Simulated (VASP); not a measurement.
Input:

```yaml
crystal:
  lattice:
    - [-0.00053, 5.44103, 5.43851]
    - [5.44103, -0.00053, 5.43851]
    - [2.72025, 2.72025, 0.00000]
  atoms:
    - { symbol: Sr, position: [0.00000, 0.00000, 0.00000] }
    - { symbol: O, position: [0.24468, 0.24468, 0.51065] }
    - { symbol: O, position: [0.23951, 0.76049, 0.50000] }
    - { symbol: O, position: [0.76049, 0.23951, 0.50000] }
    - { symbol: O, position: [0.75532, 0.75532, 0.48935] }
    - { symbol: Ba, position: [0.00000, 0.50000, 0.00000] }
    - { symbol: Ba, position: [0.50000, 0.00000, 0.00000] }
    - { symbol: Ba, position: [0.50000, 0.50000, 0.00000] }
```

These are PBEsol GGA, VASP's PBE PAW potentials (set 64) (plane waves; VASP 6.6.1) values and carry that method's errors. Settings: 520 eV cut-off, 3×3×6 Γ-centred mesh, Gaussian smearing of 0.050 eV, potentials Sr_sv O Ba_sv.

Unless said otherwise, spin-orbit coupling is left out, though it shifts the bands of the heavy elements here.

Task: Predict the energy per atom (σ→0), band gap (on the k-mesh) with the smallest direct gap where there is one.

Result: 
The band gap (on the k-mesh) is 1.88 eV, the smallest direct gap (on the k-mesh) is 1.88 eV and the energy per atom (σ→0) is -6.204 eV/atom.

Total energies compare only between runs with the same potentials, cut-off and functional.

The structure was generated: Ba3SrO4 was put into an ordered model structure (Cmmm), which need not be its known phase. It was relaxed first. The start is the result of an earlier pass.
